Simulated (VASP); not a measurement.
Input of a VASP 6.6.1 run:

INCAR

```
  ALGO = Fast
  EDIFF = 1E-4
  EDIFFG = -0.08
  ENCUT = 520
  GGA = PE
  IBRION = 2
  ISIF = 3
  ISMEAR = 0
  LASPH = True
  LCHARG = False
  LREAL = False
  LWAVE = False
  NELM = 60
  NSW = 24
  PREC = Normal
  SIGMA = 0.15
```

File KPOINTS:

```
k-points
0
Gamma
  4 4 4
```

File POSCAR:

```
SiMo3
1.0
    5.0079955500      0.0000000000      0.0000000000
    0.0000000000      5.0079955500      0.0000000000
    0.0000000000      0.0000000000      5.0079955500
Si Mo
2 6
Direct
    0.0000000000      0.0000000000      0.0000000000
    0.5000000000      0.5000000000      0.5000000000
    0.2500000000      0.0000000000      0.5000000000
    0.5000000000      0.7500000000      0.0000000000
    0.7500000000      0.0000000000      0.5000000000
    0.5000000000      0.2500000000      0.0000000000
    0.0000000000      0.5000000000      0.7500000000
    0.0000000000      0.5000000000      0.2500000000
```

Potentials or basis: VASP PAW PBE potentials, release 64 (Si, Mo_sv).

The run is started by

```bash
$ cat potpaw_PBE.64/Si/POTCAR potpaw_PBE.64/Mo_sv/POTCAR > POTCAR
$ mpirun -np 1 vasp_std > vasp.out
```

What does it give for the band gap on the k mesh?

None (metal or under the smearing width).

What does it give for the space group after relaxing (to 0.05 Å)?

Pm-3n (No. 223).

Step by step:
| step | energy change (eV) | largest force (eV/Å) | pressure (GPa) | volume (Å³) |
| --- | --- | --- | --- | --- |
| 1 | 0.0000 | 0.0000 | -12.42 | 125.60 |
| 2 | 1.2970 | 0.0000 | 40.26 | 104.75 |
| 3 | -0.2814 | 0.0000 | -0.59 | 119.02 |
